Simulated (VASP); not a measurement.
```
CELL_PARAMETERS angstrom
     -0.01990     6.28641     6.28641
      6.26650     0.00001     6.26650
      3.13326     3.13326     0.00000
ATOMIC_POSITIONS crystal
  Zn 0.00236 0.99921 0.99843
  Zn 0.00236 0.49921 0.99843
  Te 0.11063 0.12979 0.25958
  Te 0.11063 0.62979 0.25958
  Te 0.64147 0.11951 0.23902
  Te 0.64147 0.61951 0.23902
  Cd 0.49555 0.00148 0.00297
  Cd 0.49555 0.50148 0.00297
```

Computed with PBEsol GGA, VASP's PBE PAW potentials (set 64) (plane waves; VASP). Numerical set-up: 400 eV cut-off, 4×4×7 Γ-centred mesh, tetrahedra with Blöchl corrections, potentials Zn Te Cd.

Unless said otherwise, spin-orbit coupling is left out, though it shifts the bands of the heavy elements here.

Q: What does the run give for the energy per atom (σ→0), band gap (on the k-mesh) with the smallest direct gap where there is one?

A: 
```yaml
band gap (on the k-mesh): 0.72 eV
smallest direct gap (on the k-mesh): 0.72 eV
energy per atom (σ→0): -2.831 eV/atom
```

The absolute energy has meaning only against runs of the same code, potentials and settings.

The structure was generated: Cd2Zn2Te4 was put into an ordered model structure (R3m), which need not be its known phase. It was relaxed first.
